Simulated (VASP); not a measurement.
```yaml
crystal:
  lattice:
    - [5.02446, 0.00000, 0.00000]
    - [0.00000, 5.02446, 0.00000]
    - [0.00000, 0.00000, 5.02446]
  atoms:
    - { symbol: K, position: [0.50000, 0.50000, 0.50000] }
    - { symbol: Au, position: [0.00000, 0.00000, 0.00000] }
    - { symbol: Cl, position: [0.50000, 0.00000, 0.00000] }
    - { symbol: Cl, position: [0.00000, 0.50000, 0.00000] }
    - { symbol: Cl, position: [0.00000, 0.00000, 0.50000] }
```

The numbers are results of PBEsol GGA with spin-orbit coupling, VASP's PBE PAW potentials (set 64) (plane waves; VASP), not measurements. Run with 400 eV cut-off, 6×6×6 Γ-centred mesh, Gaussian smearing of 0.050 eV, potentials K_sv Au Cl.

Problem. Estimate the energy per atom (σ→0), band gap (over mesh and band path) with the smallest direct gap where there is one.

Solution. 
```
Quantity                                                               Value
----------------------------------  ----------------------------------------
band gap (over mesh and band path)  none (metal, semimetal or under 0.01 eV)
energy per atom (σ→0)                                         -3.210 eV/atom
```

The structure comes from a computed database's KAuCl3 entry (Pm-3m); how it stands against other phases isn't given here. It was relaxed first, which changed the volume by -7 %.
